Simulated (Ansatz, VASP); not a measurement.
BaSc4 in VASP and in Ansatz

The input INCAR:

```
PREC     = Accurate       # precision mode
ENCUT    = 600            # plane-wave cutoff, eV
EDIFF    = 1E-6           # SCF threshold, eV
ISMEAR   = 0              # smearing method
SIGMA    = 0.1            # smearing width, eV
LREAL    = F              # projectors in reciprocal space
LASPH    = T              # aspherical terms in the spheres
NELM     = 100            # most SCF steps
ALGO     = Normal         # electronic algorithm
ISIF     = 3              # what is computed and relaxed
LWAVE    = F              # write WAVECAR
LCHARG   = F              # write CHGCAR
GGA      = PE             # functional
IBRION   = 2              # ionic algorithm
NSW      = 100            # ionic steps
EDIFFG   = -0.01          # ionic threshold
```

Contents of KPOINTS:

```
regular mesh
0
Gamma
  8 8 8
```

The input POSCAR:

```
BaSc4
1.0
    5.4770907921      0.0000000000      0.0000000000
    0.0000000000      5.4770907921      0.0000000000
    0.0000000000      0.0000000000      5.4770907921
Ba Sc
1 4
Direct
    0.0000000000      0.0000000000      0.0000000000
    0.0000000000      0.5000000000      0.5000000000
    0.5000000000      0.0000000000      0.5000000000
    0.5000000000      0.5000000000      0.0000000000
    0.5000000000      0.5000000000      0.5000000000
```

Input for Ansatz:

```yaml
crystal:
  lattice:
    - [5.4770907921, 0.0, 0.0]
    - [0.0, 5.4770907921, 0.0]
    - [0.0, 0.0, 5.4770907921]
  atoms:
    - { symbol: Ba, position: [0.0, 0.0, 0.0] }
    - { symbol: Sc, position: [0.0, 0.5, 0.5] }
    - { symbol: Sc, position: [0.5, 0.0, 0.5] }
    - { symbol: Sc, position: [0.5, 0.5, 0.0] }
    - { symbol: Sc, position: [0.5, 0.5, 0.5] }
basis:
  ecutwfc: 420
kpoints:
  mp_grid: { grid: [8, 8, 8] }
hamiltonian:
  xc: pbe
scf:
  occupations: { method: gaussian, width: 0.1 }
output:
  forces: true
  stress: true
  eigenvalues: true
relax:
  adjacent_minimum: "off"
  f_tol: 0.01
  max_steps: 80
  cell: { stress_tol: 0.05 }
```

Alike in both runs: task relaxation of cell and atoms; functional PBE; k mesh 8 × 8 × 8; occupations gaussian, width 0.1 eV; no spin polarisation.

|  | VASP | Ansatz |
| --- | --- | --- |
| version | VASP 6.6.1 | Ansatz 0.2.0 |
| potentials or method | VASP PAW PBE potentials, release 64 (Ba_sv, Sc_sv) | scalar-relativistic, plane waves, PAW |
| plane-wave cutoff (eV) | 600 | 420 |
| valence electrons in the cell | 54 | 54 |

Ansatz gave:

```
gap on the k mesh at the Fermi level, each at its own relaxed structure (eV) : none
relaxed volume (Å³/atom)                                                     : 33.33
relaxed cell length with the largest relative difference (Å)                 : 5.503
```

Which values does VASP return?

gap on the k mesh at the Fermi level, each at its own relaxed structure (eV): none; relaxed volume (Å³/atom): 33.46; relaxed cell length with the largest relative difference (Å): 5.510.

A gap of «none» marks a metal or a gap that the smearing closes.

The runs have no spin-orbit coupling, so splittings on Ba are missing.
